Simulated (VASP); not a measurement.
Input:

```yaml
crystal:
  lattice:
    - [0.00000, 1.79916, 1.79916]
    - [1.79916, 0.00000, 1.79916]
    - [1.79916, 1.79916, 0.00000]
  atoms:
    - { symbol: B, position: [0.00000, 0.00000, 0.00000] }
    - { symbol: N, position: [0.25000, 0.25000, 0.25000] }
```

These are r2SCAN meta-GGA, VASP's PBE PAW potentials (set 64) (plane waves; VASP 6.6.1) values and carry that method's errors. Run with 600 eV cut-off, 12×12×12 Γ-centred mesh, Gaussian smearing of 0.050 eV, potentials B N.

**Question.** What does the run give for the energy per atom (σ→0), pressure, band gap (on the k-mesh) with the smallest direct gap where there is one?

**Answer.** 
| Item | Result |
|---|---|
| band gap (on the k-mesh) | 4.99 eV |
| smallest direct gap (on the k-mesh) | 9.59 eV |
| energy per atom (σ→0) | -9.586 eV/atom |
| pressure | 5.00 GPa |

The compound is BN in the zinc blende structure. It was relaxed first under an external pressure of 5 GPa.
